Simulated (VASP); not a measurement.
Data:

```yaml
crystal:
  lattice:
    - [0.00000, 2.69953, 2.69953]
    - [2.69953, 0.00000, 2.69953]
    - [2.69953, 2.69953, 0.00000]
  atoms:
    - { symbol: Si, position: [0.25000, 0.25000, 0.25000] }
    - { symbol: Si, position: [0.75000, 0.75000, 0.75000] }
    - { symbol: Ni, position: [0.00000, 0.00000, 0.00000] }
```

Level of theory: TPSS meta-GGA, VASP's PBE PAW potentials (set 64) (plane waves; VASP). Numerical set-up: 520 eV cut-off, 11×11×11 Γ-centred mesh, tetrahedra with Blöchl corrections, potentials Si Ni.

Question: Give the energies of bands 2 to 12 at the high-symmetry points, in eV from the Fermi level.

Answer: 
| band | Γ | X | U | L | W |
|---|---|---|---|---|---|
| 2 | -5.28 | -8.17 | -8.97 | -10.15 | -9.00 |
| 3 | -5.28 | -7.37 | -7.57 | -4.88 | -7.15 |
| 4 | -5.28 | -4.61 | -5.06 | -4.88 | -6.89 |
| 5 | -3.64 | -4.61 | -4.51 | -3.78 | -3.80 |
| 6 | -3.64 | -3.67 | -3.87 | -3.44 | -3.80 |
| 7 | -0.18 | -3.67 | -3.49 | -3.44 | -3.67 |
| 8 | 1.69 | -3.55 | -3.02 | -1.49 | -3.30 |
| 9 | 1.69 | -3.23 | -2.73 | -1.49 | -2.54 |
| 10 | 1.69 | -0.43 | 0.15 | 1.72 | 2.21 |
| 11 | 2.21 | 1.24 | 3.54 | 1.75 | 2.21 |
| 12 | 2.21 | 7.62 | 4.66 | 1.75 | 4.50 |

It has no gap at this level: it comes out as a metal or semimetal.

The compound is NiSi2 in the fluorite structure. It was relaxed first. The run is not spin-polarised, so no magnetic state was tried.
